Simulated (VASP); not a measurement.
**MnSe (relaxed from the CsCl type structure, space group Pm-3m): computed properties**

The numbers are results of r2SCAN meta-GGA, VASP's PBE PAW potentials (set 64) (plane waves; VASP), not measurements.

| Property | Value |
|---|---|
| space group | Pm-3m (221) |
| cell | a = b = c = 3.373 Å, α = β = γ = 90.00° |
| volume per atom | 19.19 Å³/atom |
| band gap (over mesh and band path) | none (metal, semimetal or under 0.01 eV) |
| cell moment | 4.86 μB |
| density | 5.79 g/cm³ |

```cif
data_MnSe
_chemical_formula_sum 'Mn1 Se1'
_space_group_name_H-M_alt 'P 1'
_space_group_IT_number 1
_cell_length_a 3.37302
_cell_length_b 3.37302
_cell_length_c 3.37302
_cell_angle_alpha 90.000
_cell_angle_beta 90.000
_cell_angle_gamma 90.000
loop_
_space_group_symop_operation_xyz
  'x, y, z'
loop_
_atom_site_label
_atom_site_type_symbol
_atom_site_fract_x
_atom_site_fract_y
_atom_site_fract_z
_atom_site_occupancy
Mn1 Mn 0.00000 0.00000 0.00000 1
Se1 Se 0.50000 0.50000 0.50000 1
```
Starting moments (μB, in the order of the record's atoms Mn Se): 4.4 0.1.

The moments were started parallel, and other spin orders were not tried in this run.

The structure was generated: MnSe was put into the CsCl type type (Pm-3m), which need not be its known phase. It was relaxed first. Symmetry was kept, so distortions that lower it aren't found.
